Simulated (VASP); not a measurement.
Given:

```
TiN
1.0
    0.00000     2.12000     2.20480
    2.12000     0.00000     2.20480
    2.12000     2.12000     0.00000
Ti N
1 1
Cartesian
  0.00000   0.00000   0.00000
  2.12000   2.12000   2.20480
```

These are r2SCAN meta-GGA, VASP's PBE PAW potentials (set 64) (plane waves; VASP 6.6.1) values and carry that method's errors. Run with 600 eV cut-off, 14×14×14 Γ-centred mesh, first-order Methfessel-Paxton smearing of 0.10 eV, potentials Ti_sv N.

**Question.** Give the stress tensor in GPa (positive for a compressed cell).

**Answer.** 
```
 -4.83    0.00    0.00
  0.00   -4.83    0.00
  0.00    0.00  -19.47
```
The pressure is its mean diagonal, -9.71 GPa.

The compound is TiN in the rock salt structure. This cell was strained or had an atom moved on purpose. The electron count is odd and the run is not spin-polarised, which forces a metal.
